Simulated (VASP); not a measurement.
Here is a VASP 6.6.1 calculation.

The input POSCAR:

```
HfGe
1.0
    3.5008378700      0.0000000000      0.0000000000
    0.0000000000      3.5008378700      0.0000000000
    0.0000000000      0.0000000000      3.5008378700
Hf Ge
1 1
Direct
    0.0000000000      0.0000000000      0.0000000000
    0.5000000000      0.5000000000      0.5000000000
```

The input INCAR.step1:

```
  PREC = Accurate
  ENCUT = 600
  EDIFF = 1E-8
  ISMEAR = 0
  SIGMA = 0.05
  LREAL = Auto
  LASPH = T
  NELM = 80
  ALGO = Normal
  ISIF = 3
  LWAVE = F
  LCHARG = F
  LMAXMIX = 4
  LDAU = T
  LDAUTYPE = 2
  LDAUL = 2 -1
  LDAUU = 3.5 0
  LDAUJ = 0 0
  LDAUPRINT = 1
  GGA = MK
  LUSE_VDW = T
  AGGAC = 0.0
  PARAM1 = 0.1234
  PARAM2 = 0.711357
  ZAB_VDW = -1.8867
  NBANDS = 36
  AMIX = 0.6
  IBRION = 2
  NSW = 40
  EDIFFG = -0.002
```

INCAR.step2

```
  PREC = Accurate
  ENCUT = 600
  EDIFF = 1E-8
  ISMEAR = 0
  SIGMA = 0.05
  LREAL = Auto
  LASPH = T
  NELM = 80
  ALGO = Normal
  ISIF = 2
  LWAVE = F
  LCHARG = F
  LMAXMIX = 4
  LDAU = T
  LDAUTYPE = 2
  LDAUL = 2 -1
  LDAUU = 3.5 0
  LDAUJ = 0 0
  LDAUPRINT = 1
  GGA = MK
  LUSE_VDW = T
  AGGAC = 0.0
  PARAM1 = 0.1234
  PARAM2 = 0.711357
  ZAB_VDW = -1.8867
  NBANDS = 36
  AMIX = 0.6
  IBRION = 6
  NFREE = 2
  POTIM = 0.015
  NSW = 1
```

KPOINTS

```
regular mesh
0
Gamma
  6 6 6
```

Potentials or basis: VASP PAW PBE potentials, release 64 (Hf_pv, Ge_d).

The run is started by

```bash
$ cat potpaw_PBE.64/Hf_pv/POTCAR potpaw_PBE.64/Ge_d/POTCAR > POTCAR
$ cp INCAR.step1 INCAR
$ mpirun -np 1 vasp_std > vasp.out
$ cp CONTCAR POSCAR
$ cp INCAR.step2 INCAR
$ mpirun -np 1 vasp_std > vasp.out
```

Problem. What does it give for the highest phonon frequency at Γ, LO-TO splitting left out?

Solution. 138 cm⁻¹.

Problem. What does it give for the relaxed cell?

Solution. a = 3.389 Å, b = 3.389 Å, c = 3.389 Å, α = 90.00°, β = 90.00°, γ = 90.00°.

Problem. Predict the space group after relaxing (to 0.05 Å).

Solution. Pm-3m (No. 221).

Problem. Estimate the relaxed volume.

Solution. 19.45 Å³/atom.

Final structure:
```xyz
2
Lattice="3.3886 0.0000 0.0000 0.0000 3.3886 0.0000 0.0000 0.0000 3.3886" Properties=species:S:1:pos:R:3 pbc="T T T"
Hf    0.0000    0.0000    0.0000
Ge    1.6943    1.6943    1.6943
```

Caveat: the PAW data sets were made with another functional, which shifts forces and pressure a little; the U is typed as a test and isn't derived for this compound. The run has no spin-orbit coupling, so splittings on Hf are missing.
